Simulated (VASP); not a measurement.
Runs of VASP 6.6.1 on TcSe2. The structure is cubic, space group Fm-3m (No. 225). The conventional cell has a = 6.291 Å, b = 6.291 Å, c = 6.291 Å, α = 90.00°, β = 90.00°, γ = 90.00°. Tc (site symmetry m-3m) has 8 Se at 2.72 Å as nearest neighbours. Se (site symmetry -43m) is surrounded by 4 Tc at 2.72 Å. The cell comes from a database or a generator and needn't be the stable form of this composition.

```tsv
level	spin	U	gap on the mesh (eV)	pressure (GPa)	moment (μB)
PBE+U	collinear, ferromagnetic start	Tc d U = 8 eV	none	16.5	3.19
PBE+U	collinear, ferromagnetic start	Tc d U = 4 eV	none	-5.7	1.05
PBEsol+U	collinear, random start	Tc d U = 7 eV	none	(c)	0.95
PBE+U	off	Tc d U = 8 eV	none	(a)	-
PBEsol+U	collinear, zero start	Tc d U = 3 eV	none	(b)	0.00
```

Alike in all rows: task single point; potentials or basis VASP PAW PBE potentials, release 64 (Tc_pv, Se); cell as given; k mesh 5 × 5 × 5; cutoff (eV) 520; smearing gaussian 0.05 eV.

Question: Estimate the missing entries.

Answer: (a) 0.0; (b) -13.5; (c) -9.1.

Caveats: the PAW data sets were made with another functional, which shifts forces and pressure a little (some runs); U without spin polarisation on a metal has little footing (some runs).

A k mesh can miss the band edges, and the runs leave out spin-orbit coupling on Se, Tc.

A gap of «none» marks a metal or a gap under the smearing width.

Not every run made on this cell is shown here.
